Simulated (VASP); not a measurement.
```yaml
crystal:
  lattice:
    - [3.99000, 0.00000, 0.00000]
    - [0.00000, 3.99000, 0.00000]
    - [0.00000, 0.00000, 3.99000]
  atoms:
    - { symbol: Tl, position: [0.00000, 0.00000, 0.00000] }
    - { symbol: Br, position: [0.50000, 0.50000, 0.50000] }
```

The base run (VASP): PBE GGA, plane waves, VASP's PBE PAW potentials (set 64). Settings: 400 eV cut-off, 6×6×6 Γ-centred mesh, Gaussian smearing of 0.050 eV, potentials Tl_d Br.

One setting is varied; ΔE counts from the most expensive setting. The base run took about 10 core-seconds. Times come from single runs on busy shared machines, so they are rough: good to a factor of about 2.

Pressures at a finite cut-off, here 400 eV, hold a Pulay part, which wasn't tested here.

```tsv
setting	cost over the base run	electronic steps	ΔE (meV/atom)	pressure (GPa)
KGAMMA = .FALSE., KSPACING = 0.5, KPOINTS file removed	about 1/2	12	-2.5	0.94
KGAMMA = .TRUE., KSPACING = 0.6, KPOINTS file removed	about 1/2	12	4.3	0.85
KGAMMA = .TRUE., KSPACING = 0.35, KPOINTS file removed	within a factor of 2	12	0.1	0.95
KGAMMA = .TRUE., KSPACING = 0.3, KPOINTS file removed	within a factor of 2	12	0.3	0.97
base run	reference	12	0.3	0.97
KGAMMA = .TRUE., KSPACING = 0.16, KPOINTS file removed	about 2 times	12	0.0	0.96
```

Left out are runs that failed, have no time on record or changed the cell.

The compound is TlBr in the CsCl type structure. The cell was not relaxed at this level.
